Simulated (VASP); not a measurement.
**Titanium with optB86b-vdW: from relaxation to properties**

Wanted: the relaxed cell of Titanium and its properties. The steps: full relaxation (optB86b-vdW), second relaxation, density, ELF and potential (optB86b-vdW), band structure (optB86b-vdW), total and projected DOS (optB86b-vdW), elastic tensor by finite strains (optB86b-vdW) and field gradients at the nuclei (optB86b-vdW). Left out of this account: 1 further run (phonons: it ended without a result to show). This is not the structure that Ti takes at ambient conditions. The start is a cell from a database of measured crystal structures.

Program: VASP 6.6.1. Level of theory: optB86b-vdW; plane waves and PAW (Ti_sv). Results are calculated unless marked as measured.

### 1. Set-up

Before any relaxation, the start is as follows. It takes space group Im-3m (No. 229, cubic). Conventional cell: a = 3.282 Å, b = 3.282 Å, c = 3.282 Å, α = 90.00°, β = 90.00°, γ = 90.00°. Ti has 8 Ti at 2.84 Å nearest.

### 2. Full relaxation (optB86b-vdW)

The start need not lie at this functional's minimum. ISIF = 3 frees volume, shape and positions, and EDIFFG sets the threshold on forces and stress at which the search stops. optB86b-vdW pairs nonlocal correlation with a less repulsive exchange of B86b form. LUSE_VDW switches on a nonlocal correlation term for dispersion.

The input, INCAR:

```
SYSTEM = Ti
PREC = Accurate
ENCUT = 400
EDIFF = 1E-06
NELM = 100
ISMEAR = 1
SIGMA = 0.2
LREAL = .FALSE.
ALGO = Normal
GGA = MK
AGGAC = 0
LUSE_VDW = .TRUE.
PARAM1 = 0.1234
PARAM2 = 1
LASPH = .TRUE.
NBANDS = 12
LORBIT = 11
LWAVE = .FALSE.
LCHARG = .FALSE.
KPAR = 2
IBRION = 2
NSW = 60
ISIF = 3
EDIFFG = -0.01
```

The input, POSCAR:

```
Ti
1.0
   -1.6410000000      1.6410000000      1.6410000000
    1.6410000000     -1.6410000000      1.6410000000
    1.6410000000      1.6410000000     -1.6410000000
Ti
1
Direct
    0.0000000000      0.0000000000      0.0000000000
```

The input, KPOINTS:

```
Automatic mesh
0
Gamma
10 10 10
0 0 0
```

PAW data sets: Ti_sv (PBE family, release 64).

Launch:

```
> mpirun -np 2 vasp_std
```

Output:

```text
[banner, memory and clock lines left out]
running    2 mpi-ranks, on    1 nodes
 distrk:  each k-point on    1 cores,    2 groups
 distr:  one band on    1 cores,    1 groups

 POSCAR found type information on POSCAR Ti
 POSCAR found :  1 types and       1 ions
|                                                                             |
|               ----> ADVICE to this user running VASP <----                  |
|                                                                             |
|     You have switched on vdW-DFT.                                           |
|     This routine was written and supplied by Jiri Klimes. We recommend      |
|     that you carefully read and cite the following publications:            |
|       J. Klimes, D.R. Bowler, A. Michelides                                 |
|          J. Phys.: Cond Matt. 22 022201 (2010)                              |
|       J. Klimes, D.R. Bowler, A. Michelides                                 |
|          Phys. Rev. B. 83, 195131 (2011)                                    |
|     and references therein.                                                 |
|                                                                             |

|                                                                             |
|               ----> ADVICE to this user running VASP <----                  |
|                                                                             |
|     You enforced a specific xc type in the INCAR file but a different       |
|     [... a line on the potential file left out ...]
|     I HOPE YOU KNOW WHAT YOU ARE DOING!                                     |
|                                                                             |

 LDA part: xc-table for (Slater+PW92), standard interpolation
 POSCAR, INCAR and KPOINTS ok, starting setup
 FFT: planning ... GRIDC
 FFT: planning ... GRID_SOFT
 FFT: planning ... GRID
 WAVECAR not read
 entering main loop
       N       E                     dE             d eps       ncg     rms          rms(c)
DAV:   1     0.811441009273E+02    0.81144E+02   -0.56201E+03  1128   0.100E+03
DAV:   2    -0.229666925437E+01   -0.83441E+02   -0.81580E+02  1156   0.271E+02
DAV:   3    -0.590195682940E+01   -0.36053E+01   -0.35773E+01  1496   0.599E+01
DAV:   4    -0.596420041693E+01   -0.62244E-01   -0.62185E-01  1308   0.727E+00
DAV:   5    -0.596544465481E+01   -0.12442E-02   -0.12442E-02  1300   0.900E-01    0.819E+00
DAV:   6    -0.491009890732E+01    0.10553E+01   -0.25591E+00  1200   0.223E+01    0.200E+00
DAV:   7    -0.490453383687E+01    0.55651E-02   -0.64036E-02  1308   0.260E+00    0.119E+00
DAV:   8    -0.491043149945E+01   -0.58977E-02   -0.26997E-02  1180   0.203E+00    0.878E-02
DAV:   9    -0.491071887334E+01   -0.28737E-03   -0.13087E-03  1356   0.354E-01    0.527E-02
DAV:  10    -0.491074557037E+01   -0.26697E-04   -0.15209E-04  1200   0.128E-01    0.126E-02
DAV:  11    -0.491073760619E+01    0.79642E-05   -0.21029E-05  1280   0.708E-02    0.606E-03
DAV:  12    -0.491073768965E+01   -0.83460E-07   -0.12084E-06  1004   0.140E-02
   1 F= -.49107377E+01 E0= -.49123190E+01  d E =-.491074E+01
 curvature:   0.00 expect dE= 0.000E+00 dE for cont linesearch  0.000E+00
 trial: gam= 0.00000 g(F)=  0.460E-62 g(S)=  0.645E-01 ort = 0.000E+00 (trialstep = 0.100E+01)
 search vector abs. value=  0.645E-01
 bond charge predicted
       N       E                     dE             d eps       ncg     rms          rms(c)
DAV:   1    -0.666164727786E+01   -0.17509E+01   -0.32615E+01  1360   0.784E+01    0.113E+01
DAV:   2    -0.491813330690E+01    0.17435E+01   -0.41090E+00  1288   0.295E+01    0.278E+00
DAV:   3    -0.485755098464E+01    0.60582E-01   -0.54612E-01  1604   0.560E+00    0.888E-01
DAV:   4    -0.489149743495E+01   -0.33946E-01   -0.70526E-02  1432   0.182E+00    0.373E-01
DAV:   5    -0.491766924408E+01   -0.26172E-01   -0.50698E-02  1464   0.112E+00    0.443E-01
DAV:   6    -0.492233422769E+01   -0.46650E-02   -0.76903E-03  1216   0.834E-01    0.275E-02
DAV:   7    -0.492227662679E+01    0.57601E-04   -0.62242E-04  1256   0.220E-01    0.893E-02
DAV:   8    -0.492240422879E+01   -0.12760E-03   -0.29202E-04  1176   0.161E-01    0.173E-02
DAV:   9    -0.492240645343E+01   -0.22246E-05   -0.17511E-05  1324   0.367E-02    0.228E-03
DAV:  10    -0.492240656057E+01   -0.10714E-06   -0.19334E-07   780   0.363E-03
   2 F= -.49224066E+01 E0= -.49246000E+01  d E =-.116689E-01
 trial-energy change:   -0.011669  1 .order   -0.010025   -0.064475    0.044425
 step:   0.6135(harm=  0.5921)  dis= 0.00000  next Energy=    -4.930896 (dE=-0.202E-01)
 bond charge predicted
       N       E                     dE             d eps       ncg     rms          rms(c)
DAV:   1    -0.520816664556E+01   -0.28576E+00   -0.51889E+00  1356   0.330E+01    0.473E+00
DAV:   2    -0.492235354178E+01    0.28581E+00   -0.90431E-01  1392   0.126E+01    0.888E-01
DAV:   3    -0.491846556603E+01    0.38880E-02   -0.72903E-02  1492   0.165E+00    0.275E-01
DAV:   4    -0.492486388400E+01   -0.63983E-02   -0.10994E-02  1460   0.597E-01    0.218E-01
DAV:   5    -0.493066811780E+01   -0.58042E-02   -0.10102E-02  1660   0.430E-01    0.141E-01
DAV:   6    -0.493107094701E+01   -0.40283E-03   -0.71503E-04  1172   0.233E-01    0.178E-02
DAV:   7    -0.493109184094E+01   -0.20894E-04   -0.74335E-05  1364   0.682E-02    0.125E-02
DAV:   8    -0.493109138570E+01    0.45523E-06   -0.78049E-06  1160   0.250E-02
   3 F= -.49310914E+01 E0= -.49332125E+01  d E =-.203537E-01
 curvature:  -0.30 expect dE=-0.904E-07 dE for cont linesearch -0.904E-07
 trial: gam=-0.00217 g(F)=  0.129E-62 g(S)=  0.306E-06 ort = 0.140E-03 (trialstep = 0.923E+00)
 search vector abs. value=  0.101E-09
 reached required accuracy - stopping structural energy minimisation
```

Wall time 36 s (2 MPI ranks of Intel Xeon Platinum 8375C at 2.90GHz (Ice Lake), shared host); peak memory 0.44 GiB.

Lines that name or quote the potential files are left out of all logs, and their timing lines are given in words.

Parts of OUTCAR (step 2):

```text
ion  position               nearest neighbor table
   1  0.000  0.000  0.000-

  LATTYP: Found a body centered cubic cell.
 ALAT       =     3.2820000000

 Subroutine GETGRP returns: Found 48 space group operations
 (whereof 48 operations were pure point group operations)

The static configuration has the point symmetry O_h .

 Found     47 irreducible k-points:

   k-points           NKPTS =     47   k-points in BZ     NKDIM =     47   number of bands    NBANDS=     12

   dimension x,y,z NGX =    20 NGY =   20 NGZ =   20
   dimension x,y,z NGXF=    40 NGYF=   40 NGZF=   40

   ENCUT  =  400.0 eV  29.40 Ry    5.42 a.u.   4.64  4.64  4.64*2*pi/ulx,y,z

   NELECT =      12.0000    total number of electrons

 k-points in reciprocal lattice and weights: Automatic mesh
   0.00000000  0.00000000  0.00000000       0.001
   0.10000000  0.00000000  0.00000000       0.012
   0.20000000  0.00000000  0.00000000       0.012
   0.30000000  0.00000000  0.00000000       0.012
   0.40000000  0.00000000  0.00000000       0.012
   0.50000000  0.00000000  0.00000000       0.006
   0.10000000  0.10000000  0.00000000       0.024
   0.20000000  0.10000000  0.00000000       0.048
   0.30000000  0.10000000  0.00000000       0.048
[...]
0.50000000  0.50000000  0.40000000       0.012
   0.50000000  0.50000000  0.50000000       0.001

 average (electrostatic) potential at core
       1 -71.7392

 E-fermi :   8.4434

 k-point     1 :       0.0000    0.0000    0.0000
  band No.  band energies     occupation
      1     -47.8293      2.00000
      2     -23.7471      2.00000
      3     -23.7471      2.00000
      4     -23.7471      2.00000
      5       2.5022      2.00000
      6       9.4461     -0.00000
      7       9.4461     -0.00000
      8       9.4461     -0.00000
      9      11.2919     -0.00000
     10      11.2919     -0.00000
    ...

 k-point     2 :       0.1000    0.0000    0.0000
  band No.  band energies     occupation
      1     -47.8144      2.00000
      2     -23.8242      2.00000
      3     -23.7706      2.00000
      4     -23.7476      2.00000
      5       2.8522      2.00000
      6       9.2852     -0.00000
      7       9.3907     -0.00000
      8       9.7063     -0.00000
      9      11.1194     -0.00000
     10      11.3026     -0.00000
    ...

 k-point     3 :       0.2000    0.0000    0.0000
  band No.  band energies     occupation
      1     -47.7751      2.00000
      2     -24.0228      2.00000
      3     -23.8317      2.00000
      4     -23.7490      2.00000
      5       3.8103      2.00000
      6       8.8893     -0.00712
      7       9.1019     -0.00003
      8      10.4372     -0.00000
      9      10.9523     -0.00000
     10      11.3523     -0.00000
    ...

Total vdW correction in eV:      1.9331698

  Total       -0.0014543     -0.0014543     -0.0014543     -0.0000000     -0.0000000      0.0000000
  in kB       -0.1399548     -0.1399548     -0.1399548     -0.0000000     -0.0000000      0.0000000
  external PRESSURE =      -0.1399548 kB  Pullay stress =       0.0000000 kB

  energy-cutoff  :      400.00
  volume of cell :       16.65
      direct lattice vectors                 reciprocal lattice vectors
    -1.608581230  1.608581230  1.608581230     0.000000000  0.310832920  0.310832920
     1.608581230 -1.608581230  1.608581230     0.310832920  0.000000000  0.310832920
     1.608581230  1.608581230 -1.608581230     0.310832920  0.310832920  0.000000000

 POSITION                                       TOTAL-FORCE (eV/Angst)
 -----------------------------------------------------------------------------------
      0.00000      0.00000     -0.00000        -0.000000      0.000000     -0.000000
 -----------------------------------------------------------------------------------
    total drift:                                0.000000     -0.000000      0.000000

  FREE ENERGIE OF THE ION-ELECTRON SYSTEM (eV)
  ---------------------------------------------------
  free  energy   TOTEN  =        -4.9310913857 eV

  energy  without entropy=       -4.9374546748  energy(sigma->0) =       -4.93321248

Total vdW correction in eV:      1.9331628

 reached required accuracy - stopping structural energy minimisation

 total charge
# of ion       s       p       d       tot
------------------------------------------
    1        2.249   6.116   1.966  10.331

[... 3 further parts left out ...]
```

The k-mesh is coarse for a metal. The PAW data sets were made with PBE, which is usual practice but a small mismatch for other functionals. The run keeps the 48 symmetry operations of its start, so it cannot find a distortion of lower symmetry.

The steps of the relaxation:

```
step  energy less that of the first step (eV)  largest force (eV/Å)  pressure (GPa)  volume (Å³)
   1                                   0.0000                0.0000           -6.05        17.68
   2                                  -0.0117                0.0000            4.60        16.02
   3                                  -0.0204                0.0000           -0.01        16.65
```

| conventional cell, symmetrised | before | after | change |
| --- | --- | --- | --- |
| a (Å) | 3.282 | 3.217 | -2.0 % |
| b (Å) | 3.282 | 3.217 | -2.0 % |
| c (Å) | 3.282 | 3.217 | -2.0 % |
| volume (Å³/atom) | 17.68 | 16.65 | -5.8 % |

Final coordinates:

```cif
data_structure
_symmetry_space_group_name_H-M 'P 1'
_symmetry_Int_Tables_number 1
_cell_length_a 2.7861
_cell_length_b 2.7861
_cell_length_c 2.7861
_cell_angle_alpha 109.471
_cell_angle_beta 109.471
_cell_angle_gamma 109.471
_cell_volume 16.65
loop_
_atom_site_label
_atom_site_type_symbol
_atom_site_fract_x
_atom_site_fract_y
_atom_site_fract_z
_atom_site_occupancy
Ti1 Ti 0.00000 0.00000 0.00000 1
```

Numbers from this step:

```
electrons                       : 12
bands                           : 12
irreducible k points            : 47
symmetry operations             : 48
free energy (TOTEN)             : -4.931 eV
energy at zero smearing         : -4.933 eV
Fermi energy                    : 8.443 eV
pressure                        : -0.01400 GPa
metallic                        : yes
SCF cycles over all ionic steps : 30
```

It ends with forces that vanish by symmetry and a pressure of -0.01 GPa. The volume lies -5.8 % from that of the database's start, which holds the thermal and zero-point expansion of its experiment.

### 3. Second relaxation

The basis stayed that of the start cell while the cell moved. A rerun from the cell reached resets it; the error of the finite cutoff stays.

INCAR is that of step 2.

The input, POSCAR:

```
Ti
1.0
   -1.6085812299      1.6085812299      1.6085812299
    1.6085812299     -1.6085812299      1.6085812299
    1.6085812299      1.6085812299     -1.6085812299
Ti
1
Direct
    0.0000000000      0.0000000000      0.0000000000
```

KPOINTS is that of step 2.

Launch:

```
> mpirun -np 2 vasp_std
```

Output:

```text
[banner, memory and clock lines left out]
running    2 mpi-ranks, on    1 nodes
 distrk:  each k-point on    1 cores,    2 groups
 distr:  one band on    1 cores,    1 groups

 POSCAR found type information on POSCAR Ti
 POSCAR found :  1 types and       1 ions
 [... a notice as in an earlier step ...]

 [... a notice as in an earlier step ...]

 LDA part: xc-table for (Slater+PW92), standard interpolation
 POSCAR, INCAR and KPOINTS ok, starting setup
 FFT: planning ... GRIDC
 FFT: planning ... GRID_SOFT
 FFT: planning ... GRID
 WAVECAR not read
 entering main loop
       N       E                     dE             d eps       ncg     rms          rms(c)
DAV:   1     0.767994381679E+02    0.76799E+02   -0.57101E+03  1132   0.104E+03
DAV:   2    -0.237202617289E+01   -0.79171E+02   -0.77009E+02  1156   0.265E+02
DAV:   3    -0.580405653175E+01   -0.34320E+01   -0.33962E+01  1448   0.589E+01
DAV:   4    -0.586948457346E+01   -0.65428E-01   -0.65403E-01  1304   0.750E+00
DAV:   5    -0.587089212509E+01   -0.14076E-02   -0.14075E-02  1252   0.103E+00    0.865E+00
DAV:   6    -0.492616259687E+01    0.94473E+00   -0.22098E+00  1196   0.210E+01    0.224E+00
DAV:   7    -0.491798293283E+01    0.81797E-02   -0.75505E-02  1312   0.306E+00    0.125E+00
DAV:   8    -0.492584430487E+01   -0.78614E-02   -0.29504E-02  1184   0.216E+00    0.113E-01
DAV:   9    -0.492612785464E+01   -0.28355E-03   -0.21915E-03  1384   0.469E-01    0.654E-02
DAV:  10    -0.492616001159E+01   -0.32157E-04   -0.15669E-04  1196   0.148E-01    0.102E-02
DAV:  11    -0.492614461624E+01    0.15395E-04   -0.17583E-05  1312   0.650E-02    0.545E-03
DAV:  12    -0.492614448810E+01    0.12814E-06   -0.69974E-07   788   0.114E-02
   1 F= -.49261445E+01 E0= -.49282681E+01  d E =-.492614E+01
 curvature:   0.00 expect dE= 0.000E+00 dE for cont linesearch  0.000E+00
 trial: gam= 0.00000 g(F)=  0.169E-61 g(S)=  0.152E-04 ort = 0.000E+00 (trialstep = 0.100E+01)
 search vector abs. value=  0.152E-04
 bond charge predicted
       N       E                     dE             d eps       ncg     rms          rms(c)
DAV:   1    -0.492656823660E+01   -0.42362E-03   -0.77271E-03  1368   0.125E+00    0.181E-01
DAV:   2    -0.492613933937E+01    0.42890E-03   -0.12133E-03  1352   0.478E-01    0.374E-02
DAV:   3    -0.492613181081E+01    0.75286E-05   -0.10730E-04  1576   0.660E-02    0.110E-02
DAV:   4    -0.492614141007E+01   -0.95993E-05   -0.16053E-05  1408   0.222E-02    0.751E-03
DAV:   5    -0.492614936373E+01   -0.79537E-05   -0.14668E-05  1632   0.157E-02    0.601E-03
DAV:   6    -0.492615015511E+01   -0.79138E-06   -0.98285E-07   892   0.912E-03
   2 F= -.49261502E+01 E0= -.49282827E+01  d E =-.566701E-05
 trial-energy change:   -0.000006  1 .order   -0.000006   -0.000015    0.000003
 step:   0.8355(harm=  0.8355)  dis= 0.00000  next Energy=    -4.926151 (dE=-0.634E-05)
 reached required accuracy - stopping structural energy minimisation
```

It took 15 s on 2 MPI ranks; peak memory 0.4 GiB.

OUTCAR, selected parts (step 3):

```text
  LATTYP: Found a body centered cubic cell.
 ALAT       =     3.2171624598

The static configuration has the point symmetry O_h .

 Found     47 irreducible k-points:

   dimension x,y,z NGX =    18 NGY =   18 NGZ =   18
   dimension x,y,z NGXF=    36 NGYF=   36 NGZF=   36

   ENCUT  =  400.0 eV  29.40 Ry    5.42 a.u.   4.54  4.54  4.54*2*pi/ulx,y,z

   NELECT =      12.0000    total number of electrons

 E-fermi :   8.4614

 k-point     1 :       0.0000    0.0000    0.0000
  band No.  band energies     occupation
      1     -47.8067      2.00000
      2     -23.7245      2.00000
      3     -23.7245      2.00000
      4     -23.7245      2.00000
      5       2.5228      2.00000
      6       9.4648     -0.00000
      7       9.4648     -0.00000
      8       9.4648     -0.00000
      9      11.3140     -0.00000
     10      11.3140     -0.00000
    ...

 k-point     2 :       0.1000    0.0000    0.0000
  band No.  band energies     occupation
      1     -47.7915      2.00000
      2     -23.8020      2.00000
      3     -23.7481      2.00000
      4     -23.7251      2.00000
      5       2.8736      2.00000
      6       9.3035     -0.00000
      7       9.4094     -0.00000
      8       9.7256     -0.00000
      9      11.1411     -0.00000
     10      11.3249     -0.00000
    ...

Total vdW correction in eV:      1.9323185

  Total        0.0020167      0.0020167      0.0020167     -0.0000000     -0.0000000      0.0000000
  in kB        0.1943614      0.1943614      0.1943614     -0.0000000     -0.0000000      0.0000000
  external PRESSURE =       0.1943614 kB  Pullay stress =       0.0000000 kB

  energy-cutoff  :      400.00
  volume of cell :       16.62
      direct lattice vectors                 reciprocal lattice vectors
    -1.607786569  1.607786569  1.607786569     0.000000000  0.310986551  0.310986551
     1.607786569 -1.607786569  1.607786569     0.310986551  0.000000000  0.310986551
     1.607786569  1.607786569 -1.607786569     0.310986551  0.310986551  0.000000000

 POSITION                                       TOTAL-FORCE (eV/Angst)
 -----------------------------------------------------------------------------------
      1.60779      1.60779      1.60779        -0.000000      0.000000      0.000000
 -----------------------------------------------------------------------------------
    total drift:                               -0.000000      0.000000     -0.000000

  FREE ENERGIE OF THE ION-ELECTRON SYSTEM (eV)
  ---------------------------------------------------
  free  energy   TOTEN  =        -4.9261501551 eV

  energy  without entropy=       -4.9325477831  energy(sigma->0) =       -4.92828270

Total vdW correction in eV:      1.9323145

 total charge
# of ion       s       p       d       tot
------------------------------------------
    1        2.248   6.117   1.968  10.332

[... 4 parts as in an earlier step ...]

[... 6 further parts left out ...]
```

Little changed from the start: no atom moved by 0.005 Å and no cell edge by 0.1 %.

This step gave:

```yaml
free_energy_toten: -4.926 eV
energy_at_zero_smearing: -4.928 eV
fermi_energy: 8.461 eV
pressure: 0.01944 GPa
scf_cycles_over_all_ionic_steps: 18
```

It ends with forces that vanish by symmetry and a pressure of 0.02 GPa. The volume moved by only 0.15 %, so the volume is settled.

(Continued in part 2 of 4.)

[Lines on the potential files, build, host, timing and source positions are cut from VASP's logs without a mark.]

[Logs are printed without paths, hosts, clocks, repeated set-up lines and the standing remarks that a program may print on its own settings, such as how far it seeks lower states.]

[Hosts, paths, dates, database ids (printed as entryN), source tags and the programs' standing remarks are cut or masked in the printed files.]

[A measured line is paired with the nearest computed mode of its activity, which favours agreement.]
